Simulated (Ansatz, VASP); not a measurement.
One calculation of Cu2Sn3, two programs

File INCAR:

```
PREC = Accurate
ENCUT = 520
EDIFF = 1E-6
ISMEAR = 0
SIGMA = 0.1
LREAL = F
LASPH = T
NELM = 60
ALGO = Fast
ISIF = 2
LWAVE = F
LCHARG = T
GGA = PE
LELF = T
LVHAR = T
NBANDS = 75
```

Contents of KPOINTS:

```
Automatic mesh
0
Gamma
  6 6 1
```

POSCAR

```
Cu2Sn3
1.0
    3.1610495200      0.0000000000      0.0000000000
   -1.5805247600      2.7375491900      0.0000000000
    0.0000000000      0.0000000000     25.3691493800
Cu Sn
4 6
Direct
    0.3333333300      0.6666666700      0.5000000000
    0.6666666700      0.3333333300      0.0000000000
    0.6666666700      0.3333333300      0.2000000000
    0.6666666700      0.3333333300      0.8000000000
    0.3333333300      0.6666666700      0.9000000000
    0.3333333300      0.6666666700      0.1000000000
    0.3333333300      0.6666666700      0.3000000000
    0.3333333300      0.6666666700      0.7000000000
    0.6666666700      0.3333333300      0.4000000000
    0.6666666700      0.3333333300      0.6000000000
```

Input for Ansatz:

```yaml
crystal:
  lattice:
    - [3.16104952, 0.0, 0.0]
    - [-1.58052476, 2.73754919, 0.0]
    - [0.0, 0.0, 25.36914938]
  atoms:
    - { symbol: Cu, position: [0.33333333, 0.66666667, 0.5] }
    - { symbol: Cu, position: [0.66666667, 0.33333333, 0.0] }
    - { symbol: Cu, position: [0.66666667, 0.33333333, 0.2] }
    - { symbol: Cu, position: [0.66666667, 0.33333333, 0.8] }
    - { symbol: Sn, position: [0.33333333, 0.66666667, 0.9] }
    - { symbol: Sn, position: [0.33333333, 0.66666667, 0.1] }
    - { symbol: Sn, position: [0.33333333, 0.66666667, 0.3] }
    - { symbol: Sn, position: [0.33333333, 0.66666667, 0.7] }
    - { symbol: Sn, position: [0.66666667, 0.33333333, 0.4] }
    - { symbol: Sn, position: [0.66666667, 0.33333333, 0.6] }
basis:
  ecutwfc: 420
kpoints:
  mp_grid: { grid: [6, 6, 1] }
hamiltonian:
  xc: pbe
scf:
  occupations: { method: gaussian, width: 0.1 }
  lower_state_search: "off"
output:
  forces: true
  stress: true
  eigenvalues: true
```

Alike in both runs: task single point; functional PBE; k mesh 6 × 6 × 1; occupations gaussian, width 0.1 eV; no spin polarisation.

|  | VASP | Ansatz |
| --- | --- | --- |
| version | VASP 6.6.1 | Ansatz 0.2.0 |
| potentials or method | VASP PAW PBE potentials, release 64 (Cu, Sn_d) | scalar-relativistic, plane waves, PAW |
| plane-wave cutoff (eV) | 520 | 420 |
| valence electrons in the cell | 128 | 160 |

Ansatz gave:

- gap on the k mesh at the Fermi level (eV): none
- pressure (GPa): -0.5
- largest component of the traceless stress (GPa): 3.35
- rms of the force components (eV/Å): 0.788

Task: Estimate VASP's values.

Result: gap on the k mesh at the Fermi level (eV): none; pressure (GPa): -0.4; largest component of the traceless stress (GPa): 3.35; rms of the force components (eV/Å): 0.785.

Atom by atom the forces differ by 0.002 eV/Å (rms over components). A gap of «none» marks a metal or a gap that the smearing closes. The two sets of potentials don't hold the same shells in valence.

Caveats: the k mesh is coarse (spacing up to 0.38 Å⁻¹), so the values aren't converged; forces of over 1 eV/Å show positions far from the minimum, so gaps and moduli don't describe the material at rest.
